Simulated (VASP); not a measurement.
Here is the system:

```
CELL_PARAMETERS angstrom
      1.21312    -2.10118     0.00000
      1.21312     2.10118     0.00000
      0.00000     0.00000     3.91030
ATOMIC_POSITIONS crystal
  Co 0.33333 0.66667 0.25000
  Co 0.66667 0.33333 0.75000
```
Starting moments (μB, in the order of the record's atoms Co Co): 1.5 1.5.

Level of theory: LDA (Ceperley-Alder, Perdew-Zunger), VASP's LDA PAW potentials (set 64) (plane waves; VASP 6.6.1). Numerical set-up: 520 eV cut-off, 17×17×9 Γ-centred mesh, first-order Methfessel-Paxton smearing of 0.10 eV, potentials Co.

Q: Predict the cell moment, energy per atom (σ→0), band gap (on the k-mesh) with the smallest direct gap where there is one.

A: 
- band gap (on the k-mesh): none (metal, semimetal or under 0.01 eV)
- cell moment: 2.94 μB
- energy per atom (σ→0): -784.0 kJ/mol of atoms

Q: Give the moment on each site (PAW-sphere projection).

A: 
| site | moment (μB) |
|---|---|
| Co1 | 1.46 |
| Co2 | 1.46 |

Only differences to runs with the same potentials and settings are physical.

The compound is Co in the hcp structure. It was relaxed first, which changed the volume by -10 %.
